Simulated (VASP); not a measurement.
# GaP: energy against strain

GaP (zinc blende, F-43m, 20.045 Å³/atom at rest, cube axes along x, y and z) under an equal strain ε along x and y, with z held. PBEsol in VASP (plane waves, PAW), 480 eV, 10×10×10 Γ-centred mesh, Gaussian smearing 0.05 eV; ions are relaxed within the symmetry of each cell.

Here s stands for strain and y for E less E0.

```csv
strain (%),E less E0 (meV/atom)
-3.00,?
-1.50,6.56
-1.00,3.08
-0.50,0.90
0.00,0.00
0.50,0.33
1.00,1.85
1.50,4.50
```

The 7 complete rows are fitted with a parabola, y against s. Least squares gives y = 0.002 - 0.6579·s + 2.4576·s². Residuals (row less fit): 0.042, -0.037, -0.045, -0.002, 0.043, 0.048, -0.045; standard error 0.053 (degrees of freedom: 4). Twice the quadratic coefficient over the volume, 2 × 2.4576 meV × 10⁴ × 0.1602 / 20.045 Å³, is the elastic constants 2(C11 + C12) = 393 ± 4 GPa.

Task: Predict the withheld y at s = -3.00 from the fit, and compare with the calculation.

Result: y = 0.002 - 0.6579 × (-3.0) + 2.4576 × (-3.0)² = 24.094 meV/atom. The calculation gives 25.37 meV/atom, 1.276 meV/atom above the prediction (5.0 % of the range of y in the table). The row lies outside the fitted rows, so this is an extrapolation. From the scatter of the fitted rows alone, a prediction at this place has a standard error of 0.204 meV/atom, so the miss is 6.3 times that.

One order more, fitted to all 13 runs of the series, follows each within 0.01, so the miss is the next term of a smooth law. Rows are the converged runs of the series near zero and its far end; series whose fitted rows scatter by over a few per cent of the range, as at a crossing or softening among them, aren't shown in this form. Most that stay on the fit to the last digits aren't either.
